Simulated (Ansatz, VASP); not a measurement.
# VCdCu in two plane-wave programs, part 2 of 2

Wanted: the spread between two codes on one cell, functional and k mesh. The cell is invented: As first built, before any earlier steps moved the atoms: it takes the TiCuSn structure with some of its atoms replaced by other elements, volume scaled by an estimate. It may not be a known or stable phase. The cell comes out of the VASP series on this material, whose earlier steps may have relaxed, scaled or displaced it; both programs get it as it stands.

VASP 6.6.1 and Ansatz 0.2.0.

So far. Step 2 (Ansatz: single point, PBEsol, DFT+U): The run ends at a pressure of 1.25 GPa, with forces up to 0.063 eV/Å.

In doubt: warnings of the run leave room for a lower electronic state, so energies may not be the lowest and differences between runs may mislead.

### 3. VASP: single point, PBEsol, DFT+U

Level of this step: PBEsol, DFT+U (Cu d 3 eV, V d 6 eV), spin-polarised from an antiferromagnetic start; plane waves and PAW (Cd, Cu, V); invented cell (VASP).

The same cell, functional, mesh and smearing now go to VASP, with its own data sets and cutoff.

Lines of VASP's logs that name or quote its potential files are left out, and so is its time.

Contents of INCAR:

```
SYSTEM = VCdCu
PREC = Accurate
ENCUT = 360
EDIFF = 1E-06
NELM = 150
ISMEAR = 1
SIGMA = 0.05
LREAL = .FALSE.
ALGO = Normal
GGA = PS
NBANDS = 37
ISPIN = 2
MAGMOM = 0 0 0.6 -0.6 2 -2
LDAU = .TRUE.
LDAUTYPE = 2
LDAUL = -1 2 2
LDAUU = 0 3 6
LDAUJ = 0 0 0
LDAUPRINT = 1
LASPH = .TRUE.
LMAXMIX = 4
LORBIT = 11
LWAVE = .FALSE.
LCHARG = .TRUE.
AMIX = 0.2
BMIX = 1E-04
AMIX_MAG = 0.8
BMIX_MAG = 1E-04
```

Contents of POSCAR:

```
VCdCu
1.0
    4.5483127724     -0.0000000498      0.0000000000
   -2.2741569730      3.9389543390      0.0000000000
    0.0000000000      0.0000000000      5.7678994470
Cd Cu V
2 2 2
Direct
    0.6666666700      0.3333333300      0.7576705251
    0.3333333300      0.6666666700      0.2576705251
    0.6666666700      0.3333333300      0.2576840445
    0.3333333300      0.6666666700      0.7576840445
    0.0000000000      0.0000000000      0.5066454303
    0.0000000000      0.0000000000      0.0066454303
```

Contents of KPOINTS:

```
Automatic mesh
0
Gamma
4 4 3
0 0 0
```

The projector-augmented-wave data sets are Cd, Cu and V (PBE family, release 64).

Launch:

```sh
$ mpirun -np 1 vasp_std
```

Numbers of over 12 decimals in the logs are rounded to 6 here.

The log of the run:

```text
[banner, memory and clock lines left out]
running    1 mpi-ranks, on    1 nodes
 distrk:  each k-point on    1 cores,    1 groups
 distr:  one band on    1 cores,    1 groups

 POSCAR found type information on POSCAR CdCuV
 POSCAR found :  3 types and       6 ions
|                                                                             |
|               ----> ADVICE to this user running VASP <----                  |
|                                                                             |
|     You enforced a specific xc type in the INCAR file but a different       |
|     [... a line on the potential file left out ...]
|     I HOPE YOU KNOW WHAT YOU ARE DOING!                                     |
|                                                                             |

 LDA part: xc-table for (Slater+PW92), standard interpolation
 POSCAR, INCAR and KPOINTS ok, starting setup
 FFT: planning ... GRIDC
 FFT: planning ... GRID_SOFT
 FFT: planning ... GRID
 WAVECAR not read
 entering main loop
       N       E                     dE             d eps       ncg     rms          rms(c)
DAV:   1     0.509101189108E+03    0.50910E+03   -0.18824E+04  1224   0.148E+03
DAV:   2     0.638953382958E+02   -0.44521E+03   -0.42398E+03  1184   0.371E+02
DAV:   3    -0.150977232244E+02   -0.78993E+02   -0.74600E+02  1783   0.182E+02
DAV:   4    -0.195949369548E+02   -0.44972E+01   -0.44700E+01  1760   0.526E+01
DAV:   5    -0.196409710208E+02   -0.46034E-01   -0.45978E-01  1598   0.585E+00    0.182E+01
DAV:   6    -0.156352248228E+02    0.40057E+01   -0.22507E+01  1759   0.373E+01    0.120E+01
DAV:   7    -0.170824794536E+02   -0.14473E+01   -0.45747E+00  1984   0.227E+01    0.883E+00
DAV:   8    -0.175471105218E+02   -0.46463E+00   -0.21400E+00  1894   0.150E+01    0.479E+00
DAV:   9    -0.176276931535E+02   -0.80583E-01   -0.69811E-01  1904   0.762E+00    0.386E+00
DAV:  10    -0.178506351591E+02   -0.22294E+00   -0.92181E-01  1990   0.557E+00    0.238E+00
DAV:  11    -0.179303193827E+02   -0.79684E-01   -0.96921E-02  1728   0.189E+00    0.228E+00
DAV:  12    -0.180620904660E+02   -0.13177E+00   -0.16319E-01  2022   0.194E+00    0.222E+00
DAV:  13    -0.182240013657E+02   -0.16191E+00   -0.19445E-01  2083   0.214E+00    0.230E+00
DAV:  14    -0.180524164672E+02    0.17158E+00   -0.21630E-01  1987   0.320E+00    0.215E+00
[...]
DAV:  29    -0.174776675048E+02    0.47903E-03   -0.64994E-03  2080   0.204E-01    0.243E-02
DAV:  30    -0.174777390936E+02   -0.71589E-04   -0.11525E-03  1872   0.859E-02    0.485E-02
DAV:  31    -0.174777827922E+02   -0.43699E-04   -0.29572E-04  1744   0.725E-02    0.804E-02
DAV:  32    -0.174776817117E+02    0.10108E-03   -0.45654E-04  1667   0.522E-02    0.368E-02
DAV:  33    -0.174776699944E+02    0.11717E-04   -0.17743E-05  1340   0.179E-02    0.208E-02
DAV:  34    -0.174776639987E+02    0.59957E-05   -0.18765E-05   822   0.113E-02    0.141E-02
DAV:  35    -0.174776612040E+02    0.27947E-05   -0.20045E-05  1248   0.121E-02    0.374E-03
DAV:  36    -0.174776614244E+02   -0.22036E-06   -0.68022E-07   693   0.736E-03
   1 F= -.17477661E+02 E0= -.17475687E+02  d E =-.592204E-02  mag=     0.0000
```

From OUTCAR (step 3):

```text
ion  position               nearest neighbor table
   1  0.667  0.333  0.758-   4 2.63   4 2.63   4 2.63   3 2.88   3 2.88   6 2.99   6 2.99   6 2.99
                             5 3.00   5 3.00   5 3.00
   2  0.333  0.667  0.258-   3 2.63   3 2.63   3 2.63   4 2.88   4 2.88   5 2.99   5 2.99   5 2.99
                             6 3.00   6 3.00   6 3.00
   3  0.667  0.333  0.258-   2 2.63   2 2.63   2 2.63   1 2.88   1 2.88
   4  0.333  0.667  0.758-   1 2.63   1 2.63   1 2.63   2 2.88   2 2.88
   5  0.000  0.000  0.507-   6 2.88   6 2.88   2 2.99   2 2.99   2 2.99   1 3.00   1 3.00   1 3.00

  LATTYP: Found a hexagonal cell.
 ALAT       =     4.5483127724
 C/A-ratio  =     1.2681404590

 Subroutine GETGRP returns: Found 12 space group operations
 (whereof  6 operations were pure point group operations)

The static configuration has the point symmetry C_3v.
 The point group associated with its full space group is C_6v.

 Found      8 irreducible k-points:

   k-points           NKPTS =      8   k-points in BZ     NKDIM =      8   number of bands    NBANDS=     37

   dimension x,y,z NGX =    28 NGY =   28 NGZ =   36
   dimension x,y,z NGXF=    56 NGYF=   56 NGZF=   72

   ENCUT  =  360.0 eV  26.46 Ry    5.14 a.u.   7.04  7.04  8.92*2*pi/ulx,y,z

   NELECT =      56.0000    total number of electrons

 k-points in reciprocal lattice and weights: Automatic mesh
   0.00000000  0.00000000  0.00000000       0.021
   0.25000000 -0.00000000  0.00000000       0.125
   0.50000000 -0.00000000  0.00000000       0.062
   0.25000000  0.25000000  0.00000000       0.125
   0.00000000  0.00000000  0.33333333       0.042
   0.25000000 -0.00000000  0.33333333       0.250
   0.50000000 -0.00000000  0.33333333       0.125
   0.25000000  0.25000000  0.33333333       0.250

atom =   3  type =  2  l = 2

 onsite density matrix

spin component  1

  0.9248  0.0000  0.0000  0.0098 -0.0000
  0.0000  0.9338 -0.0000 -0.0000  0.0098
  0.0000 -0.0000  0.9289  0.0000 -0.0000
  0.0098 -0.0000  0.0000  0.9338 -0.0000
 -0.0000  0.0098 -0.0000 -0.0000  0.9248

spin component  2

  0.9248 -0.0000  0.0000 -0.0097 -0.0000
 -0.0000  0.9338  0.0000 -0.0000 -0.0097
  0.0000  0.0000  0.9289 -0.0000 -0.0000
 -0.0097 -0.0000 -0.0000  0.9338  0.0000
 -0.0000 -0.0097 -0.0000  0.0000  0.9248

 occupancies and eigenvectors

  o =  0.9185  v = -0.5510  0.4080  0.0000  0.3532 -0.6365  0.0000  0.0000  0.0000  0.0000  0.0000      0.0000  0.0000  0.0000  0.0000  0.0000  0.0000  0.0000  0.0000  0.0000  0.0000
  o =  0.9185  v =  0.6365  0.3532 -0.0000 -0.4080 -0.5510  0.0000  0.0000  0.0000  0.0000  0.0000      0.0000  0.0000  0.0000  0.0000  0.0000  0.0000  0.0000  0.0000  0.0000  0.0000
  o =  0.9186  v =  0.0000  0.0000  0.0000  0.0000  0.0000 -0.5512 -0.4078  0.0000 -0.3530 -0.6367      0.0000  0.0000  0.0000  0.0000  0.0000  0.0000  0.0000  0.0000  0.0000  0.0000
  o =  0.9186  v =  0.0000  0.0000  0.0000  0.0000  0.0000  0.6367 -0.3530 -0.0000  0.4077 -0.5512      0.0000  0.0000  0.0000  0.0000  0.0000  0.0000  0.0000  0.0000  0.0000  0.0000
  o =  0.9289  v =  0.0000  0.0000  1.0000 -0.0000 -0.0000  0.0000  0.0000  0.0000  0.0000  0.0000      0.0000  0.0000  0.0000  0.0000  0.0000  0.0000  0.0000  0.0000  0.0000  0.0000
  o =  0.9289  v =  0.0000  0.0000  0.0000  0.0000  0.0000  0.0000 -0.0000  1.0000  0.0000 -0.0000      0.0000  0.0000  0.0000  0.0000  0.0000  0.0000  0.0000  0.0000  0.0000  0.0000
  o =  0.9400  v =  0.0000  0.0000  0.0000  0.0000  0.0000 -0.3530  0.6367 -0.0000  0.5512 -0.4078      0.0000  0.0000  0.0000  0.0000  0.0000  0.0000  0.0000  0.0000  0.0000  0.0000
  o =  0.9400  v =  0.0000  0.0000  0.0000  0.0000  0.0000  0.4078  0.5512  0.0000 -0.6367 -0.3530      0.0000  0.0000  0.0000  0.0000  0.0000  0.0000  0.0000  0.0000  0.0000  0.0000
  o =  0.9401  v = -0.3532 -0.6365 -0.0000 -0.5510 -0.4080  0.0000  0.0000  0.0000  0.0000  0.0000      0.0000  0.0000  0.0000  0.0000  0.0000  0.0000  0.0000  0.0000  0.0000  0.0000
  o =  0.9401  v =  0.4080 -0.5510  0.0000  0.6365 -0.3532  0.0000  0.0000  0.0000  0.0000  0.0000      0.0000  0.0000  0.0000  0.0000  0.0000  0.0000  0.0000  0.0000  0.0000  0.0000

atom =   4  type =  2  l = 2

 onsite density matrix

spin component  1

  0.9248  0.0000  0.0000  0.0097 -0.0000
  0.0000  0.9338 -0.0000 -0.0000  0.0097
  0.0000 -0.0000  0.9289  0.0000 -0.0000
  0.0097 -0.0000  0.0000  0.9338 -0.0000
 -0.0000  0.0097 -0.0000 -0.0000  0.9248

spin component  2

  0.9248 -0.0000  0.0000 -0.0098 -0.0000
 -0.0000  0.9338  0.0000 -0.0000 -0.0098
  0.0000  0.0000  0.9289 -0.0000 -0.0000
 -0.0098 -0.0000 -0.0000  0.9338  0.0000
 -0.0000 -0.0098 -0.0000  0.0000  0.9248

 occupancies and eigenvectors

  o =  0.9185  v =  0.0000  0.0000  0.0000  0.0000  0.0000 -0.5510 -0.4080  0.0000 -0.3532 -0.6365      0.0000  0.0000  0.0000  0.0000  0.0000  0.0000  0.0000  0.0000  0.0000  0.0000
[...]
o =  0.0184  v =  0.7526 -0.0623 -0.0000  0.0720 -0.6516  0.0000  0.0000  0.0000  0.0000  0.0000      0.0000  0.0000  0.0000  0.0000  0.0000  0.0000  0.0000  0.0000  0.0000  0.0000
  o =  0.0226  v =  0.0000 -0.0000  1.0000  0.0000 -0.0000  0.0000  0.0000  0.0000  0.0000  0.0000      0.0000  0.0000  0.0000  0.0000  0.0000  0.0000  0.0000  0.0000  0.0000  0.0000
  o =  0.0265  v =  0.0623 -0.7526  0.0000 -0.6515  0.0720  0.0000  0.0000  0.0000  0.0000  0.0000      0.0000  0.0000  0.0000  0.0000  0.0000  0.0000  0.0000  0.0000  0.0000  0.0000
  o =  0.0265  v = -0.0720 -0.6515 -0.0000  0.7526  0.0623  0.0000  0.0000  0.0000  0.0000  0.0000      0.0000  0.0000  0.0000  0.0000  0.0000  0.0000  0.0000  0.0000  0.0000  0.0000
  o =  0.5207  v =  0.0000  0.0000  0.0000  0.0000  0.0000 -0.6532  0.0482  0.0000  0.0417 -0.7545      0.0000  0.0000  0.0000  0.0000  0.0000  0.0000  0.0000  0.0000  0.0000  0.0000
  o =  0.5207  v =  0.0000  0.0000  0.0000  0.0000  0.0000  0.7545  0.0417 -0.0000 -0.0482 -0.6532      0.0000  0.0000  0.0000  0.0000  0.0000  0.0000  0.0000  0.0000  0.0000  0.0000
  o =  0.6739  v =  0.0000  0.0000  0.0000  0.0000  0.0000  0.0417  0.7545 -0.0000  0.6532  0.0482      0.0000  0.0000  0.0000  0.0000  0.0000  0.0000  0.0000  0.0000  0.0000  0.0000
  o =  0.6739  v =  0.0000  0.0000  0.0000  0.0000  0.0000 -0.0482  0.6532  0.0000 -0.7545  0.0417      0.0000  0.0000  0.0000  0.0000  0.0000  0.0000  0.0000  0.0000  0.0000  0.0000
  o =  0.8958  v =  0.0000  0.0000  0.0000  0.0000  0.0000  0.0000 -0.0000  1.0000  0.0000 -0.0000      0.0000  0.0000  0.0000  0.0000  0.0000  0.0000  0.0000  0.0000  0.0000  0.0000

 average (electrostatic) potential at core
       1 -37.5580       2 -37.5580       3 -66.0792       4 -66.0792       5 -40.4922
       6 -40.4922

 E-fermi :   4.0316

 spin component 1
 k-point     1 :       0.0000    0.0000    0.0000
  band No.  band energies     occupation
    ...
     24       2.7018      1.00000
     25       3.1097      1.00000
     26       3.1097      1.00000
     27       3.4089      1.00000
     28       3.4090      1.00000
     29       6.6815      0.00000
     30       6.6815      0.00000
     31       7.5207      0.00000
     32       7.9325      0.00000
     33       7.9325      0.00000
    ...

 k-point     2 :       0.2500   -0.0000    0.0000
  band No.  band energies     occupation
    ...
     24       2.3460      1.00000
     25       2.9674      1.00000
     26       3.0862      1.00000
     27       3.2014      1.00000
     28       3.4281      1.00000
     29       4.4297     -0.00000
     30       5.2274      0.00000
     31       6.5587      0.00000
     32       7.0466      0.00000
     33       8.0645      0.00000
    ...

 k-point     3 :       0.5000   -0.0000    0.0000
  band No.  band energies     occupation
    ...
     25       2.7171      1.00000
     26       3.5325      1.00000
     27       3.5341      1.00000
     28       3.6438      1.00000
     29       3.8866      1.00016
     30       4.0445      0.29013
     31       5.2098      0.00000
     32       5.6151      0.00000
     33       7.6575      0.00000
     34       7.7423      0.00000
    ...

 k-point     4 :       0.2500    0.2500    0.0000
  band No.  band energies     occupation
    ...
     25       2.2521      1.00000
     26       2.5271      1.00000
     27       3.4364      1.00000
     28       3.7980      1.00000
     29       4.0085      0.84872
     30       4.3992     -0.00000
     31       6.2134      0.00000
     32       6.2977      0.00000
     33       6.3612      0.00000
     34       8.2924      0.00000
    ...

 k-point     5 :       0.0000    0.0000    0.3333
  band No.  band energies     occupation
    ...
     23       2.0007      1.00000
     24       3.3373      1.00000
     25       3.3373      1.00000
     26       3.4247      1.00000
     27       3.4247      1.00000
     28       5.4878      0.00000
     29       6.4701      0.00000
     30       6.4701      0.00000
     31       7.7931      0.00000
     32       7.7931      0.00000
    ...

 k-point     6 :       0.2500   -0.0000    0.3333
  band No.  band energies     occupation
    ...
     23       1.9758      1.00000
     24       2.3700      1.00000
     25       2.9377      1.00000
     26       3.0174      1.00000
     27       3.4910      1.00000
     28       4.4126     -0.00000
     29       5.2843      0.00000
     30       5.6103      0.00000
     31       6.0159      0.00000
     32       6.8898      0.00000
    ...

  Total       -3.2254555     -3.2254553     -2.3746563      0.0000005      0.0000000      0.0000000
  in kB      -50.0095204    -50.0095181    -36.8181862      0.0000080      0.0000000      0.0000000
  external PRESSURE =     -45.6124083 kB  Pullay stress =       0.0000000 kB

  energy-cutoff  :      360.00
  volume of cell :      103.34
      direct lattice vectors                 reciprocal lattice vectors
     4.548312772 -0.000000050  0.000000000     0.219861750  0.126937276  0.000000000
    -2.274156973  3.938954339  0.000000000     0.000000003  0.253874486  0.000000000
     0.000000000  0.000000000  5.767899447     0.000000000  0.000000000  0.173373341

 POSITION                                       TOTAL-FORCE (eV/Angst)
 -----------------------------------------------------------------------------------
      2.27416      1.31298      4.37017         0.000000      0.000000     -0.011590
     -0.00000      2.62597      1.48622        -0.000000      0.000000     -0.011590
      2.27416      1.31298      1.48630         0.000000     -0.000000     -0.006544
     -0.00000      2.62597      4.37025        -0.000000     -0.000000     -0.006544
      0.00000      0.00000      2.92228         0.000000      0.000000      0.018134
      0.00000      0.00000      0.03833         0.000000      0.000000      0.018134
 -----------------------------------------------------------------------------------
    total drift:                                0.000004     -0.000002     -0.000633

  FREE ENERGIE OF THE ION-ELECTRON SYSTEM (eV)
  ---------------------------------------------------
  free  energy   TOTEN  =       -17.4776614244 eV

  energy  without entropy=      -17.4717393858  energy(sigma->0) =      -17.47568741

 total charge
# of ion       s       p       d       tot
------------------------------------------
    1        0.558   0.397   9.438  10.392
    2        0.558   0.397   9.438  10.392
    3        0.425   0.293   9.272   9.990
    4        0.425   0.293   9.272   9.990
    5        0.349   0.352   3.375   4.076
    6        0.349   0.352   3.375   4.076
--------------------------------------------------
tot          2.663   2.082  44.170  48.915

 magnetization (x)
# of ion       s       p       d       tot
------------------------------------------
    1        0.000  -0.000  -0.000  -0.000
    2       -0.000   0.000   0.000   0.000
    3       -0.000   0.000  -0.000   0.000
    4        0.000  -0.000   0.000  -0.000
    5        0.058   0.017   3.156   3.232
    6       -0.058  -0.017  -3.156  -3.232
--------------------------------------------------
tot          0.000   0.000   0.000   0.000

[... 2 further parts left out ...]
```

A U on the itinerant d states of such a compound is hard to justify; it moves the bands at the Fermi level and favours large moments. The data set V keeps the semicore shell frozen, which is cheaper and a little less accurate.

### 4. Comparison

Known differences besides the PAW data sets themselves: U acts on the PAW sphere in VASP and on atomic orbitals in Ansatz, so only states and trends compare; the data sets hold 104 valence electrons in Ansatz (default PAW (the set named soft_2) files) and 56 in VASP; the cutoff is 420 eV in Ansatz and 360 eV in VASP; Ansatz makes its cores anew for this functional, VASP keeps those of its PBE data sets; site moments are counted in spheres of each program's own size. Total energies have different zeros and are not compared.

The two programs side by side:

```tsv
quantity	Ansatz	VASP	difference
pressure (GPa)	1.25	-4.56	+5.81
moment on V6 (μB)	-3.06	-3.23	+0.17
moment on V5 (μB)	3.06	3.23	-0.17
```

At this near-relaxed geometry the largest component of a force difference is 54 meV/Å. Ansatz's pressure holds a Pulay correction of 0.06 GPa; VASP's holds none.

### 5. What came out

```
difference in moment on V6 (single point, PBEsol, DFT+U) : 0.17 μB
```

**Reading.** The difference in moment on V6 is 0.17 μB (single point, PBEsol, DFT+U). How closely two codes agree says nothing of how well the functional describes the real material.

[Lines on the potential files, build, host, timing and source positions are cut from VASP's logs without a mark.]

[Logs are printed without paths, hosts, clocks, repeated set-up lines and the standing remarks that a program may print on its own settings, such as how far it seeks lower states.]

[Hosts, paths, dates, database ids (printed as entryN), source tags and the programs' standing remarks are cut or masked in the printed files.]
